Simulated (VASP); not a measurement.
Data:

```yaml
crystal:
  lattice:
    - [5.32515, 0.00000, 0.00000]
    - [0.00000, 5.32515, 0.00000]
    - [0.00000, 0.00000, 5.32515]
  atoms:
    - { symbol: La, position: [0.50000, 0.00000, 0.50000] }
    - { symbol: La, position: [0.00000, 0.50000, 0.50000] }
    - { symbol: La, position: [0.50000, 0.50000, 0.00000] }
    - { symbol: Tl, position: [0.00000, 0.00000, 0.00000] }
    - { symbol: C, position: [0.50000, 0.50000, 0.50000] }
```

Computed with LDA (Ceperley-Alder, Perdew-Zunger), VASP's LDA PAW potentials (set 64) (plane waves; VASP 6.6.1). Run with 400 eV cut-off, 5×5×5 Γ-centred mesh, Gaussian smearing of 0.27 eV, potentials La Tl_d C.

At this cut-off the stress carries a Pulay error, which pulls relaxed volumes low.

Question: Give the stress tensor in GPa (positive for a compressed cell).

Answer: 
```
-6.45   0.00   0.00
 0.00  -6.45   0.00
 0.00   0.00  -6.45
```
The pressure is its mean diagonal, -6.45 GPa.

The structure comes from a computed database's La3TlC entry (Pm-3m); how it stands against other phases isn't given here. The cell was not relaxed at this level.
